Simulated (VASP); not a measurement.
Consider the following.

```
CELL_PARAMETERS angstrom
      2.60551     0.00000     0.00000
      0.00000     2.60551     0.00000
      0.00000     0.00000     2.60551
ATOMIC_POSITIONS crystal
  Pt 0.00000 0.00000 0.00000
```

Level of theory: r2SCAN meta-GGA, VASP's PBE PAW potentials (set 64) (plane waves; VASP). Settings: 400 eV cut-off, 16×16×16 Γ-centred mesh, tetrahedra with Blöchl corrections, potentials Pt.

Unless said otherwise, spin-orbit coupling is left out, though it shifts the bands of the heavy elements here.

Predict the energy per atom (σ→0), band gap (over mesh and band path) with the smallest direct gap where there is one.

```
Property                                                               Value
----------------------------------  ----------------------------------------
band gap (over mesh and band path)  none (metal, semimetal or under 0.01 eV)
energy per atom (σ→0)                                        -51.070 eV/atom
```

The absolute energy has meaning only against runs of the same code, potentials and settings.

The structure was generated: Pt was put into the simple-cubic type (Pm-3m), which need not be its known phase. It was relaxed first.
